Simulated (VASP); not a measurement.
Output of a VASP run:

File OSZICAR:
```
...
DAV:   4    -0.243134402696E+02    0.74694E-03   -0.27757E-03  2200   0.585E-01    0.324E-02
DAV:   5    -0.243134404666E+02   -0.19702E-06   -0.34253E-04  1832   0.268E-01    0.113E-02
DAV:   6    -0.243134391283E+02    0.13383E-05   -0.20160E-05  2248   0.604E-02    0.519E-03
DAV:   7    -0.243134391302E+02   -0.18917E-08   -0.17652E-06   792   0.136E-02
   8 F= -.22192848E+02 E0= -.22192848E+02  d E =-.363477E-01
       N       E                     dE             d eps       ncg     rms          rms(c)
DAV:   1    -0.248354642787E+02   -0.52203E+00   -0.22661E+01  1704   0.671E+01    0.480E+00
DAV:   2    -0.243206380828E+02    0.51483E+00   -0.24550E+00  2088   0.168E+01    0.169E+00
DAV:   3    -0.242426729898E+02    0.77965E-01   -0.19766E-01  1920   0.896E+00    0.767E-01
DAV:   4    -0.242288555910E+02    0.13817E-01   -0.60854E-02  2184   0.371E+00    0.236E-01
DAV:   5    -0.242283622952E+02    0.49330E-03   -0.10901E-02  2200   0.143E+00    0.102E-01
DAV:   6    -0.242281099138E+02    0.25238E-03   -0.20160E-03  2240   0.642E-01    0.248E-02
DAV:   7    -0.242281270393E+02   -0.17126E-04   -0.19100E-04  1544   0.120E-01    0.580E-03
DAV:   8    -0.242281266952E+02    0.34409E-06   -0.94272E-06  1872   0.447E-02
   9 F= -.22178970E+02 E0= -.22178970E+02  d E =0.138783E-01
       N       E                     dE             d eps       ncg     rms          rms(c)
DAV:   1    -0.245683021694E+02   -0.34018E+00   -0.10622E+01  1696   0.485E+01    0.316E+00
DAV:   2    -0.243368033986E+02    0.23150E+00   -0.10393E+00  1928   0.111E+01    0.112E+00
DAV:   3    -0.243010496643E+02    0.35754E-01   -0.94363E-02  1872   0.633E+00    0.503E-01
DAV:   4    -0.242946364844E+02    0.64132E-02   -0.28756E-02  2184   0.257E+00    0.158E-01
DAV:   5    -0.242943459202E+02    0.29056E-03   -0.46610E-03  2240   0.960E-01    0.652E-02
DAV:   6    -0.242942327314E+02    0.11319E-03   -0.81612E-04  2200   0.441E-01    0.157E-02
DAV:   7    -0.242942390530E+02   -0.63215E-05   -0.82811E-05  1552   0.776E-02    0.406E-03
DAV:   8    -0.242942388346E+02    0.21832E-06   -0.42268E-06  1200   0.327E-02
  10 F= -.22197819E+02 E0= -.22197819E+02  d E =-.497077E-02
       N       E                     dE             d eps       ncg     rms          rms(c)
DAV:   1    -0.242935267353E+02    0.71232E-03   -0.27355E-03  1688   0.753E-01    0.509E-02
DAV:   2    -0.242934671223E+02    0.59613E-04   -0.26929E-04  1992   0.183E-01    0.182E-02
DAV:   3    -0.242934577922E+02    0.93301E-05   -0.25088E-05  1896   0.102E-01    0.822E-03
DAV:   4    -0.242934561491E+02    0.16431E-05   -0.71816E-06  1728   0.398E-02    0.263E-03
DAV:   5    -0.242934560515E+02    0.97593E-07   -0.10488E-06   832   0.160E-02
  11 F= -.22197820E+02 E0= -.22197820E+02  d E =-.497175E-02
       N       E                     dE             d eps       ncg     rms          rms(c)
DAV:   1    -0.243019404834E+02   -0.84843E-02   -0.24211E-01  1928   0.558E+00    0.368E-01
DAV:   2    -0.242993453789E+02    0.25951E-02   -0.95261E-03  2120   0.139E+00    0.175E-01
DAV:   3    -0.242984700663E+02    0.87531E-03   -0.18083E-03  2104   0.833E-01    0.601E-02
DAV:   4    -0.242984069515E+02    0.63115E-04   -0.41958E-04  2096   0.197E-01    0.193E-02
DAV:   5    -0.242983993568E+02    0.75947E-05   -0.42627E-05  2000   0.103E-01    0.528E-03
DAV:   6    -0.242983990253E+02    0.33151E-06   -0.53610E-06  1496   0.328E-02
  12 F= -.22198138E+02 E0= -.22198138E+02  d E =-.318079E-03
```

OUTCAR:
```
------------------------ aborting loop because EDIFF is reached ----------------------------------------
  FORCE on cell =-STRESS in cart. coord.  units (eV):
  Direction    XX          YY          ZZ          XY          YZ          ZX
  --------------------------------------------------------------------------------------
  Total        2.1165029      2.1165029      2.1138626      0.0000000      0.0000000      0.0000000
  in kB       50.3866708     50.3866708     50.3238150      0.0000000      0.0000000      0.0000000
  external PRESSURE =       0.3657188 kB  Pullay stress =      50.0000000 kB
  volume of cell :       67.30
      direct lattice vectors                 reciprocal lattice vectors
     3.920638010  0.000000000  0.000000000     0.255060528  0.000000000  0.000000000
     0.000000000  3.920638010 -0.000000000     0.000000000  0.255060528 -0.000000000
     0.000000000  0.000000000  4.378247379     0.000000000  0.000000000  0.228401895
 POSITION                                       TOTAL-FORCE (eV/Angst)
 -----------------------------------------------------------------------------------
      1.96032      0.00000      3.21030        -0.000000     -0.000000     -0.003136
      0.00000      1.96032      1.16795         0.000000      0.000000      0.003136
      1.96032      1.96032     -0.00000         0.000000      0.000000      0.000000
      0.00000      0.00000      0.00000        -0.000000     -0.000000      0.000000
 -----------------------------------------------------------------------------------
    total drift:                                0.000000     -0.000000      0.000000
  FREE ENERGIE OF THE ION-ELECTRON SYSTEM (eV)
  ---------------------------------------------------
  free  energy   TOTEN  =       -24.2983990253 eV

  energy  without entropy=      -24.2983990253  energy(sigma->0) =      -24.29839903
  enthalpy is  TOTEN    =       -22.1981383034 eV   P V=        2.1002607219

 reached required accuracy - stopping structural energy minimisation
```
(Selected blocks of OUTCAR.)

**POSCAR**
```
PbO
1
    3.9433939751     0.0000000000     0.0000000000
    0.0000000000     3.9433939751     0.0000000000
    0.0000000000     0.0000000000     4.8847136635
Pb O
2 2
Direct
  0.5000000000   0.0000000000   0.7580621780
  0.0000000000   0.5000000000   0.2419378220
  0.5000000000   0.5000000000   0.0000000000
  0.0000000000   0.0000000000   0.0000000000
```

Task: Reconstruct the remaining input files.

Result: This is not unique; one that fits is the input of the run itself, LDA (Ceperley-Alder, Perdew-Zunger), plane waves, VASP's LDA PAW potentials (set 64).

**KPOINTS**
```
Automatic
0
Gamma
 6 6 5
```

INCAR:
```
! general
SYSTEM   =  PbO
PREC     =  Accurate
ENCUT    =  620
LREAL    =  .FALSE.
LASPH    =  .TRUE.

! electronic loop
EDIFF    =  1E-6
NELM     =  100
ALGO     =  Normal
LMAXMIX  =  4

! smearing
ISMEAR   =  0
SIGMA    =  0.05

! ions
IBRION   =  2
NSW      =  40
ISIF     =  3
EDIFFG   =  -0.02
PSTRESS  =  50

! output
LWAVE    =  .FALSE.
LCHARG   =  .FALSE.
```

POTCAR, in this order: Pb_d O (LDA.64 set). Program: vasp_std.

Energy and stress use the plane-wave basis of the starting cell.

The compound is PbO in the litharge structure. This run relaxes it under an external pressure of 5 GPa. Symmetry was kept, so distortions that lower it aren't found.
